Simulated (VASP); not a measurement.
The system is La2O3.

```xyz
5
Lattice="3.9366 0.0000 0.0000 -1.9683 3.4092 0.0000 0.0000 0.0000 6.1776" Properties=species:S:1:pos:R:3 pbc="T T T"
La    1.9683    1.1364    4.6501
La    0.0000    2.2728    1.5275
O     1.9683    1.1364    2.1907
O     0.0000    2.2728    3.9869
O     0.0000    0.0000    0.0000
```

The cell is a database's computed one.

Base run:

```yaml
Program: VASP 6.6.1
Functional: PBE
Potentials_or_basis: VASP PAW PBE potentials, release 64 (La, O)
Cutoff: 600 eV
k_mesh: 10 × 10 × 6
Occupations: gaussian, width 0.02 eV
Spin: no spin polarisation
```

Its results: band gap on the k mesh 3.86 eV, indirect (least direct gap 4.04 eV).

Q: The run is repeated on the same cell with these changes: functional from PBE to r2SCAN; cutoff from 600 eV to 450 eV; further incar settings from ALGO = Fast; EDIFF = 1e-06 to ALGO = Normal; EDIFF = 1e-06. What comes out?

A: Band gap on the k mesh 4.28 eV, indirect (least direct gap 4.43 eV).

Caveats: spin-orbit coupling is left out, which moves the levels of the heavy elements.
